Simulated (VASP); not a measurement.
Cs2AgSbCl6:

```
Cs Ag Sb Cl
1.0
     0.00000    5.33200    5.33200
     5.33200    0.00000    5.33200
     5.33200    5.33200    0.00000
Cs Ag Sb Cl
2 1 1 6
Direct
  0.25000 0.25000 0.25000
  0.75000 0.75000 0.75000
  0.50000 0.50000 0.50000
  0.00000 0.00000 0.00000
  0.75373 0.24627 0.24627
  0.24627 0.75373 0.24627
  0.24627 0.75373 0.75373
  0.75373 0.24627 0.75373
  0.24627 0.24627 0.75373
  0.75373 0.75373 0.24627
```

```yaml
Program: VASP 6.6.1
Task: relaxation of cell and atoms
Functional: PBEsol
Potentials_or_basis: VASP PAW PBE potentials, release 64 (Cs_sv, Ag, Sb, Cl)
Cutoff: 600 eV
k_mesh: 6 × 6 × 6
Occupations: gaussian, width 0.03 eV
Spin: no spin polarisation
```

At the start: pressure -0.4 GPa; volume 30.32 Å³/atom.

Question: How do energy, volume and symmetry change on relaxing?

Answer: Over 6 steps the energy falls by 3.9 meV/atom and the volume is 29.52 Å³/atom (-2.6 %); space group Fm-3m (No. 225, to 0.05 Å).

The path:
```
step  energy change (eV)  largest force (eV/Å)  pressure (GPa)  volume (Å³)
   1              0.0000                0.2417           -0.44       303.18
   2             -0.0221                0.1827           -0.21       299.55
   3             -0.0358                0.0582            0.30       292.94
   4             -0.0361                0.0748            0.24       293.78
   5             -0.0386                0.0133           -0.03       295.48
   6             -0.0386                0.0015            0.00       295.24
```

Final structure:
```
Cs Ag Sb Cl
1.0
     0.00000    5.28507    5.28507
     5.28507    0.00000    5.28507
     5.28507    5.28507    0.00000
Cs Ag Sb Cl
2 1 1 6
Direct
  0.25000 0.25000 0.25000
  0.75000 0.75000 0.75000
  0.50000 0.50000 0.50000
  0.00000 0.00000 0.00000
  0.75027 0.24973 0.24973
  0.24973 0.75027 0.24973
  0.24973 0.75027 0.75027
  0.75027 0.24973 0.75027
  0.24973 0.24973 0.75027
  0.75027 0.75027 0.24973
```

Caveat: the PAW data sets were made with another functional, which shifts forces and pressure a little.
